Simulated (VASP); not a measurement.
Consider the following.

```xyz
2
Lattice="0.0000 2.9290 2.9290 2.9290 0.0000 2.9290 2.9290 2.9290 0.0000" Properties=species:S:1:pos:R:3 pbc="T T T"
Ba     0.0000     0.0000     0.0000
S      2.9290     2.9290     2.9290
```

Method: PBEsol GGA, VASP's PBE PAW potentials (set 64) (plane waves; VASP). Numerical set-up: 500 eV cut-off, 8×8×8 Γ-centred mesh, Gaussian smearing of 0.050 eV, potentials Ba_sv S.

Unless said otherwise, spin-orbit coupling is left out, though it shifts the bands of the heavy elements here.

What does the run give for the energy per atom (σ→0), pressure, band gap (on the k-mesh) with the smallest direct gap where there is one?

```yaml
band gap (on the k-mesh): 1.18 eV
smallest direct gap (on the k-mesh): 1.18 eV
energy per atom (σ→0): -5.009 eV/atom
pressure: 19.89 GPa
```

Only differences to runs with the same potentials and settings are physical.

The compound is BaS in the rock salt structure. It was relaxed first under an external pressure of 20 GPa.
